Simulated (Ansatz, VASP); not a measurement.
# Cross-check of C (Diamond) between VASP and Ansatz, part 2 of 2

Wanted: the spread between two codes on one cell, functional and k mesh.

VASP 6.6.1 and Ansatz 0.2.0.

So far. Step 4 (Differences): Among the levels compared at these points, filled levels agree within 18 meV and empty ones within 43 meV.

## Step 5: VASP: band structure, r2SCANh with an exact-exchange share of 0.1

Level of this step: r2SCANh; plane waves and PAW (C) (VASP).

Levels along a path test the potential and the projectors away from the mesh points.

The run reads the wave functions of an earlier VASP run, which isn't shown here.

File INCAR:

```
SYSTEM = C
PREC = Accurate
ENCUT = 520
EDIFF = 1E-06
NELM = 100
ISMEAR = 0
SIGMA = 0.02
LREAL = .FALSE.
ALGO = Normal
LHFCALC = .TRUE.
AEXX = 0.1
METAGGA = R2SCAN
LASPH = .TRUE.
NBANDS = 10
PRECFOCK = Fast
HFRCUT = -1
LORBIT = 11
LWAVE = .FALSE.
LCHARG = .FALSE.
KPAR = 4
```

File POSCAR:

```
C
1.0
    0.0000000000      1.7833700000      1.7833700000
    1.7833700000      0.0000000000      1.7833700000
    1.7833700000      1.7833700000      0.0000000000
C
2
Direct
    0.0000000000      0.0000000000      0.0000000000
    0.2500000000      0.2500000000      0.2500000000
```

File KPOINTS:

```
Automatic mesh
0
Gamma
7 7 7
0 0 0
```

File KPOINTS_OPT:

```
Line mode
6
Line-mode
Reciprocal
  0.00000000   0.00000000   0.00000000 GAMMA
  0.50000000   0.00000000   0.50000000 X

  0.50000000   0.00000000   0.50000000 X
  0.50000000   0.25000000   0.75000000 W

  0.50000000   0.25000000   0.75000000 W
  0.37500000   0.37500000   0.75000000 K

  0.37500000   0.37500000   0.75000000 K
  0.00000000   0.00000000   0.00000000 GAMMA

  0.00000000   0.00000000   0.00000000 GAMMA
  0.50000000   0.50000000   0.50000000 L

  0.50000000   0.50000000   0.50000000 L
  0.62500000   0.25000000   0.62500000 U

  0.62500000   0.25000000   0.62500000 U
  0.50000000   0.25000000   0.75000000 W

  0.50000000   0.25000000   0.75000000 W
  0.50000000   0.50000000   0.50000000 L

  0.50000000   0.50000000   0.50000000 L
  0.37500000   0.37500000   0.75000000 K

  0.62500000   0.25000000   0.62500000 U
  0.50000000   0.00000000   0.50000000 X
```

Potentials, in the order of the species: C (PBE family, release 64).

The run is started by

```bash
mpirun -np 4 vasp_std
```

Numbers of over 12 decimals in the logs are rounded to 6 here.

Log:

```text
[banner, memory and clock lines left out]
running    4 mpi-ranks, on    1 nodes
[...]
[... a notice as in an earlier step ...]

 LDA part: xc-table for (None), standard interpolation
 found WAVECAR, reading the header
 POSCAR, INCAR and KPOINTS ok, starting setup
[...]
HFRCUT set to (new)   9.757082
 reading WAVECAR
 the WAVECAR file was read successfully
 initial charge from wavefunction
 entering main loop
       N       E                     dE             d eps       ncg     rms          rms(c)
DAV:   1    -0.210537005748E+02   -0.21054E+02   -0.34288E-01   410   0.554E+00    0.854E-01
DAV:   2    -0.210539525156E+02   -0.25194E-03   -0.21852E-03   426   0.413E-01    0.498E-01
DAV:   3    -0.210539376537E+02    0.14862E-04   -0.10144E-04   422   0.876E-02    0.304E-01
DAV:   4    -0.210539479615E+02   -0.10308E-04   -0.22224E-05   414   0.421E-02    0.188E-01
DAV:   5    -0.210539546241E+02   -0.66626E-05   -0.60231E-06   444   0.223E-02    0.116E-01
DAV:   6    -0.210539581307E+02   -0.35065E-05   -0.16989E-06   426   0.122E-02    0.718E-02
DAV:   7    -0.210539598592E+02   -0.17286E-05   -0.47047E-07   216   0.678E-03    0.443E-02
DAV:   8    -0.210539607065E+02   -0.84726E-06   -0.18293E-07   230   0.463E-03
   1 F= -.21053961E+02 E0= -.21053961E+02  d E =-.407503E-55
 Start KPOINTS_OPT (optional k-point list driver)
k-point batch [1-20\60]
       N       E                     dE             ncg
DAV:   1     0.288282607779E+03   -0.83693E+04      400
DAV:   2    -0.108449153783E+03   -0.39673E+03      516
DAV:   3    -0.121904629525E+03   -0.13455E+02      496
DAV:   4    -0.121983589897E+03   -0.78960E-01      434
DAV:   5    -0.121983910961E+03   -0.32106E-03      450
DAV:   6    -0.121983911150E+03   -0.18922E-06      442
[...]
k-point batch [41-60\60]
       N       E                     dE             ncg
DAV:   1     0.195621846740E+03   -0.88215E+04      416
DAV:   2    -0.168439849060E+03   -0.36406E+03      514
DAV:   3    -0.176150877282E+03   -0.77110E+01      484
DAV:   4    -0.176186392278E+03   -0.35515E-01      472
DAV:   5    -0.176186435158E+03   -0.42879E-04      466
DAV:   6    -0.176186435199E+03   -0.40935E-07      482
```

From OUTCAR (step 5):

```text
  FREE ENERGIE OF THE ION-ELECTRON SYSTEM (eV)
  ---------------------------------------------------
  free  energy   TOTEN  =       -21.0539607065 eV

  energy  without entropy=      -21.0539607065  energy(sigma->0) =      -21.05396071

[... 3 parts as in an earlier step ...]

[... 1 further part left out ...]
[key lines of the parts left out:]
E-fermi :   9.5596
```

## Step 6: Ansatz: band structure, r2SCANh with an exact-exchange share of 0.1

The same cell, functional, mesh and smearing now go to Ansatz, which takes its cutoff from its data sets.

File input.yaml:

```yaml
crystal:
  lattice:
    - [0.0, 1.78337, 1.78337]
    - [1.78337, 0.0, 1.78337]
    - [1.78337, 1.78337, 0.0]
  atoms:
    - { symbol: C, position: [0.0, 0.0, 0.0] }
    - { symbol: C, position: [0.25, 0.25, 0.25] }
hamiltonian:
  xc: r2scanh
  pseudopotentials: { kind: paw }
kpoints:
  mp_grid: { grid: [7, 7, 7] }
  band_path:
    path:
      - [0.0, 0.0, 0.0]
      - [0.4, 0.0, 0.4]
      - [0.5, 0.0, 0.5]
      - [0.5, 0.2, 0.7]
      - [0.4, 0.35, 0.75]
      - [0.15, 0.15, 0.3]
      - [0.2, 0.2, 0.2]
      - [0.55, 0.4, 0.55]
      - [0.6, 0.25, 0.65]
      - [0.5, 0.25, 0.75]
      - [0.5, 0.5, 0.5]
      - [0.375, 0.375, 0.75]
      - [0.5, 0.0, 0.5]
    npoints: 1
scf:
  occupations: { method: gaussian, width: 0.02 }
  n_extra_bands: 7
output:
  forces: true
  stress: true
  eigenvalues: true
  write_density: true
  write_potential: true
  elf: true
  volumetric_format: npy
```

The run is started by

```bash
ansatz run input.yaml --threads 4 --pin off --max-ram 9216MiB --backend cpu --events-out ev --progress --plain --runs-dir out
```

Log:

```text
[...]
Crystal: 2 atoms, lattice volume = 11.344 Å³
Basis set: ecut = 500 eV, 283 PW (Γ), exchange–correlation on 80×80×80 points (64 copies of the dense FFT grid, shifted against one another)
Bands: 11, of which v1, the nominal top of the filled ones, is band 4 counted from 1 (3 counted from 0)
Symmetry: 48 space group operations
[...]
k-points: 20 of 343
[...]
P = ⅓ Tr σ = -5.6350 GPa (-56.350 kbar)
--- Band table (eV; the first three rows and the last of 20) ---
  k-point 0: bands = [-10.4321, 12.9178, 12.9178, 12.9178, 19.5720, 19.5720, 19.5720, 27.6641, ... 3 higher]
  k-point 1: bands = [-9.8287, 9.6586, 12.0387, 12.0387, 20.7322, 20.7322, 21.1838, 28.2680, ... 3 higher]
  k-point 2: bands = [-8.0460, 4.3930, 10.7146, 10.7146, 22.2483, 22.2483, 22.4328, 29.6524, ... 3 higher]
  k-point 19: bands = [-1.4261, 0.4279, 3.0839, 5.7851, 22.3057, 26.2432, 27.3531, 28.2396, ... 3 higher]
[key lines of the parts left out:]
Free energy (F): -503.034895 eV
Fermi energy:    15.517776 eV
```

Elapsed: 7.8 s, on 4 threads of Arm Neoverse V2, shared host; peak memory 0.49 GiB; 28 s of CPU time.

## Step 7: Comparison

Compared:

| quantity | Ansatz | VASP | difference |
| --- | --- | --- | --- |
| gap over the path points (eV) | 5.102 | 5.076 | +0.026 |

Levels at points of the path, from each program's valence-band top (eV; 3 filled, then empty):

| k (reciprocal lattice) | Ansatz | VASP |
| --- | --- | --- |
| 0.000 0.000 0.000 | 0.00 0.00 0.00 6.65 6.65 6.65 | 0.00 0.00 0.00 6.61 6.61 6.61 |
| 0.400 0.000 0.400 | -10.41 -6.46 -6.46 5.10 7.27 17.73 | -10.43 -6.47 -6.47 5.08 7.25 17.70 |
| 0.500 0.000 0.500 | -14.01 -6.85 -6.85 5.73 5.73 18.99 | -14.02 -6.86 -6.86 5.71 5.71 18.96 |
| 0.500 0.200 0.700 | -13.31 -8.75 -8.75 10.71 10.71 15.20 | -13.32 -8.77 -8.77 10.70 10.70 15.19 |
| 0.400 0.350 0.750 | -12.87 -9.97 -6.08 7.06 12.20 16.05 | -12.88 -9.99 -6.09 7.04 12.19 16.02 |
| 0.150 0.150 0.300 | -5.53 -4.54 -1.22 8.48 9.79 10.14 | -5.54 -4.55 -1.22 8.43 9.76 10.12 |
| 0.200 0.200 0.200 | -5.34 -1.44 -1.44 8.53 8.53 8.91 | -5.36 -1.45 -1.45 8.49 8.49 8.90 |
| 0.550 0.400 0.550 | -13.94 -5.40 -3.92 8.73 11.53 12.19 | -13.95 -5.41 -3.93 8.71 11.49 12.19 |
| 0.600 0.250 0.650 | -12.87 -9.97 -6.08 7.06 12.20 16.05 | -12.88 -9.99 -6.09 7.04 12.19 16.02 |
| 0.500 0.250 0.750 | -13.21 -8.96 -8.96 12.09 12.09 13.88 | -13.22 -8.98 -8.98 12.07 12.07 13.87 |

Among the levels compared at these points, filled levels agree within 18 meV and empty ones within 44 meV.

## Step 8: What came out

```json
{"difference in gap over the path points (band structure, r2SCAN-EpsX with an exact-exchange share of 0.172)": "0.024 eV", "difference in gap over the path points (band structure, r2SCANh with an exact-exchange share of 0.1)": "0.026 eV"}
```

What this shows: The difference in gap over the path points is 0.026 eV (band structure, r2SCANh with an exact-exchange share of 0.1), within the 0.08 eV picked in this series as the mark of a large difference. Such differences can come from data sets, numerical settings and the points named under the comparisons, not from the functional's error against experiment.

[Lines on the potential files, build, host, timing and source positions are cut from VASP's logs without a mark.]

[Logs are printed without paths, hosts, clocks, repeated set-up lines and the standing remarks that a program may print on its own settings, such as how far it seeks lower states.]

[Hosts, paths, dates, database ids (printed as entryN), source tags and the programs' standing remarks are cut or masked in the printed files.]
